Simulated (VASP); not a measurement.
The input files of a VASP run:

**POSCAR**
```
C
1
    1.2079056633    -2.0921534931     0.0000000000
    1.2079056633     2.0921534931     0.0000000000
    0.0000000000     0.0000000000     6.4933539029
C
4
Direct
  0.0000000000   0.0000000000   0.2500000000
  0.0000000000   0.0000000000   0.7500000000
  0.3333330000   0.6666670000   0.2500000000
  0.6666670000   0.3333330000   0.7500000000
```

INCAR:
```
AGGAC = 0.0
ALGO = Normal
EDIFF = 1E-7
EDIFFG = -0.01
ENCUT = 520
GGA = MK
IBRION = 2
ISIF = 4
ISMEAR = 0
LASPH = .TRUE.
LCHARG = .FALSE.
LREAL = .FALSE.
LUSE_VDW = .TRUE.
LWAVE = .FALSE.
NELM = 100
NSW = 30
PARAM1 = 0.1234568
PARAM2 = 0.7114
PREC = Accurate
SIGMA = 0.05
SYSTEM = C
ZAB_VDW = -1.8867
```

File KPOINTS:
```
Automatic mesh
0
Gamma
10 10 4
0 0 0
```

POTCAR, in this order: C (PBE.64 set). Program: vasp_std.

### Question
Translate this rev-vdW-DF2 calculation to Quantum ESPRESSO's pw.x.

### Answer
One equivalent input (not run):
```
&CONTROL
  calculation = 'vc-relax'
  pseudo_dir = './pseudo'
  outdir = './out'
  tprnfor = .true.
  tstress = .true.
  nstep = 30
  forc_conv_thr = 0.00039
/
&SYSTEM
  ibrav = 0
  nat = 4
  ntyp = 1
  ecutwfc = 82
  occupations = 'smearing'
  smearing = 'gaussian'
  degauss = 0.003675
  input_dft = 'vdw-df2-b86r'
/
&ELECTRONS
  conv_thr = 7.3e-09
  electron_maxstep = 100
/
&IONS
/
&CELL
  cell_dofree = 'shape'
/
ATOMIC_SPECIES
  C 12.011 C.upf
CELL_PARAMETERS angstrom
     1.2079057   -2.0921535    0.0000000
     1.2079057    2.0921535    0.0000000
     0.0000000    0.0000000    6.4933539
ATOMIC_POSITIONS crystal
  C    0.0000000  0.0000000  0.2500000
  C    0.0000000  0.0000000  0.7500000
  C    0.3333330  0.6666670  0.2500000
  C    0.6666670  0.3333330  0.7500000
K_POINTS automatic
  10 10 4 0 0 0
```
Limits of the translation: the potentials are each code's own (VASP's PAW set, PseudoDojo norm-conserving files in pw.x), so ENCUT and ecutwfc are chosen apart and not converted; conv_thr bounds pw.x's estimated SCF error, while EDIFF bounds the energy change between steps; forc_conv_thr acts on force components and is met together with etot_conv_thr.

The compound is C in the graphite structure. This cell is one point of a volume scan, at 0.94 of the reference volume. Symmetry was kept, so distortions that lower it aren't found.
